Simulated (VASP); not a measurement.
Here is the system:

```
AlAs
1.0
    0.00000     2.82240     2.82240
    2.82240     0.00000     2.82240
    2.82240     2.82240     0.00000
Al As
1 1
Direct
  0.00000   0.00000   0.00000
  0.25000   0.25000   0.25000
```

Calculation: revPBE GGA, VASP's PBE PAW potentials (set 64) (plane waves; VASP). Settings: 520 eV cut-off, 8×8×8 Γ-centred mesh, Gaussian smearing of 0.050 eV, potentials Al As.

Problem. Predict the energy per atom (σ→0), pressure, band gap (on the k-mesh) with the smallest direct gap where there is one.

Solution. 
```
Item                                          Value
-----------------------------------  --------------
band gap (on the k-mesh)                    1.47 eV
smallest direct gap (on the k-mesh)         2.23 eV
energy per atom (σ→0)                -4.434 eV/atom
pressure                                  45.8 kbar
```

Total energies compare only between runs with the same potentials, cut-off and functional.

The compound is AlAs in the zinc blende structure. This cell is one point of a volume scan, at 0.94 of the reference volume.
